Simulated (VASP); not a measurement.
These are PBE GGA, VASP's PBE PAW potentials (set 64) (plane waves; VASP) values and carry that method's errors.

VASP ran on this input.

### POSCAR
```
CdSe
1.0
  2.1500000000  -3.7239090000   0.0000000000
  2.1500000000   3.7239090000   0.0000000000
  0.0000000000   0.0000000000   7.0100000000
Cd Se
2 2
Cartesian
  2.1500000000  -1.2413054826   3.5050000000
  2.1500000000   1.2413054826   0.0000000000
  2.1500000000  -1.2413054826   6.1407600000
  2.1500000000   1.2413054826   2.6357600000
```

KPOINTS:
```
Automatic mesh
0
M
 2 2 1
0 0 0
```

### INCAR
```
ALGO=Normal
EDIFF=1E-6
ENCUT=400
GGA=PE
ISIF=2
ISMEAR=0
LASPH=.True.
LCHARG=.False.
LMAXMIX=4
LREAL=.False.
LWAVE=.False.
NELM=100
PREC=Accurate
SIGMA=0.05
SYSTEM=CdSe
```

POTCAR, in this order: Cd Se (PBE.64 set). Program: vasp_std.

**Question.** What does the run give for the energy per atom (σ→0), pressure?

**Answer.** 
energy per atom (σ→0): -2.851 eV/atom
pressure: 2.11 GPa

**OSZICAR**
```
...
DAV:   8    -0.114052750531E+02    0.34901E-02   -0.65727E-02    94   0.284E+00    0.379E-01
DAV:   9    -0.114052773141E+02   -0.22610E-05   -0.88024E-03   106   0.118E+00    0.142E-01
DAV:  10    -0.114053904948E+02   -0.11318E-03   -0.88163E-04   100   0.357E-01    0.673E-02
DAV:  11    -0.114054759233E+02   -0.85428E-04   -0.16020E-04    94   0.812E-02    0.200E-02
DAV:  12    -0.114054802606E+02   -0.43373E-05   -0.17649E-05   106   0.448E-02    0.837E-03
DAV:  13    -0.114054826660E+02   -0.24054E-05   -0.72179E-06    80   0.247E-02    0.245E-03
DAV:  14    -0.114054827870E+02   -0.12096E-06   -0.29031E-07    80   0.460E-03
   1 F= -.11405483E+02 E0= -.11405483E+02  d E =-.237888E-12
```

The compound is CdSe in the wurtzite structure. The cell was not relaxed at this level. The k-mesh is coarse (spacing up to 0.90 per Å, 2π included), so the numbers may not be converged in it. The run is one of a series of settings (KPOINTS 2×2×1 Monkhorst-Pack mesh against the base run), some of them coarse on purpose.
